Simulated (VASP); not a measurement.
A run of VASP 6.6.1 is set up as follows.

INCAR

```
  PREC = Accurate
  ENCUT = 450
  EDIFF = 1E-5
  ISMEAR = 0
  SIGMA = 0.03
  LREAL = Auto
  LASPH = T
  NELM = 120
  ALGO = Normal
  ISIF = 2
  LWAVE = F
  LCHARG = F
  ISPIN = 2
  MAGMOM = 3 0 0 0 0 0 0 0 0 0 0 0 0 0 0 0 0 0 0 0 0 0 0 0 0 0 0 0 0 0 0 0
  LORBIT = 11
  LMAXMIX = 4
  LDAU = T
  LDAUTYPE = 2
  LDAUL = 2 -1 -1
  LDAUU = 5 0 0
  LDAUJ = 0 0 0
  LDAUPRINT = 1
  GGA = PS
  IBRION = 2
  NSW = 40
  EDIFFG = -0.03
  KPAR = 4
```

Contents of KPOINTS:

```
Automatic mesh
0
Gamma
  3 3 2
```

The input POSCAR:

```
Ga15NiN16
1.0
    6.3800000000      0.0000000000      0.0000000000
   -3.1900000000      5.5252420762      0.0000000000
    0.0000000000      0.0000000000     10.3780000000
Ni Ga N
1 15 16
Direct
    0.3333333333      0.1666666667      0.0000000000
    0.3333333333      0.1666666667      0.5000000000
    0.3333333333      0.6666666667      0.0000000000
    0.3333333333      0.6666666667      0.5000000000
    0.8333333333      0.1666666667      0.0000000000
    0.8333333333      0.1666666667      0.5000000000
    0.8333333333      0.6666666667      0.0000000000
    0.8333333333      0.6666666667      0.5000000000
    0.1666666667      0.3333333333      0.2500000000
    0.1666666667      0.3333333333      0.7500000000
    0.1666666667      0.8333333333      0.2500000000
    0.1666666667      0.8333333333      0.7500000000
    0.6666666667      0.3333333333      0.2500000000
    0.6666666667      0.3333333333      0.7500000000
    0.6666666667      0.8333333333      0.2500000000
    0.6666666667      0.8333333333      0.7500000000
    0.3333333333      0.1666666667      0.1875000000
    0.3333333333      0.1666666667      0.6875000000
    0.3333333333      0.6666666667      0.1875000000
    0.3333333333      0.6666666667      0.6875000000
    0.8333333333      0.1666666667      0.1875000000
    0.8333333333      0.1666666667      0.6875000000
    0.8333333333      0.6666666667      0.1875000000
    0.8333333333      0.6666666667      0.6875000000
    0.1666666667      0.3333333333      0.4375000000
    0.1666666667      0.3333333333      0.9375000000
    0.1666666667      0.8333333333      0.4375000000
    0.1666666667      0.8333333333      0.9375000000
    0.6666666667      0.3333333333      0.4375000000
    0.6666666667      0.3333333333      0.9375000000
    0.6666666667      0.8333333333      0.4375000000
    0.6666666667      0.8333333333      0.9375000000
```

Potentials or basis: VASP PAW PBE potentials, release 64 (Ni, Ga_d, N).

Run with:

```console
$ cat potpaw_PBE.64/Ni/POTCAR potpaw_PBE.64/Ga_d/POTCAR potpaw_PBE.64/N/POTCAR > POTCAR
$ mpirun -np 4 vasp_std > vasp.out
```

Predict the energy gained by relaxing.

0.9 meV/atom.

What does it give for the site moments?

Ni +1.85; Ga -0.00, +0.01, +0.00; N +0.15, +0.00, +0.01, +0.17 μB.

The path:
| step | energy change (eV) | largest force (eV/Å) | pressure (GPa) |
| --- | --- | --- | --- |
| 1 | 0.0000 | 0.3442 | -2.84 |
| 2 | -0.0253 | 0.1106 | -2.88 |
| 3 | -0.0253 | 0.1079 | -2.88 |
| 4 | -0.0284 | 0.0650 | -2.90 |
| 5 | -0.0284 | 0.0617 | -2.93 |
| 6 | -0.0294 | 0.0238 | -2.93 |

Caveat: the cutoff is under 1.25 times the usual one of these potentials, so pressure, stress and relaxed cells hold a basis-set (Pulay) error; the PAW data sets were made with another functional, which shifts forces and pressure a little. The state reached can hang on the start; a lower one may exist.
